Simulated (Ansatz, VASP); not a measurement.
**One calculation of MgAsIr3, two programs**

```
CELL_PARAMETERS angstrom
4.56181 0.00000 0.00000
0.00000 4.56181 0.00000
0.00000 0.00000 4.56181
ATOMIC_POSITIONS crystal
Mg 0.00000 0.00000 0.00000
As 0.50000 0.50000 0.50000
Ir 0.50000 0.50000 0.00000
Ir 0.00000 0.50000 0.50000
Ir 0.50000 0.00000 0.50000
```

Change from the starting cell: species swapped into the Ce3InC type (Pm-3m, No. 221).

Alike in both runs: task relaxation of cell and atoms; functional PBE; k mesh 8 × 8 × 8; occupations gaussian, width 0.1 eV; no spin polarisation.

|  | VASP | Ansatz |
| --- | --- | --- |
| version | VASP 6.6.1 | Ansatz 0.2.0 |
| potentials or method | VASP PAW PBE potentials, release 64 (Mg, As, Ir) | scalar-relativistic, plane waves, PAW |
| plane-wave cutoff (eV) | 600 | 420 |
| valence electrons in the cell | 34 | 76 |

```csv
,VASP,Ansatz,Ansatz less VASP
"gap on the k mesh at the Fermi level, each at its own relaxed structure (eV)",none,none,-
relaxed volume (Å³/atom),19.09,18.99,-0.101
relaxed cell length with the largest relative difference (Å),4.570,4.562,-0.0081
```

A gap of «none» marks a metal or a gap that the smearing closes. The two sets of potentials don't hold the same shells in valence.

The runs have no spin-orbit coupling, so splittings on Ir are missing.
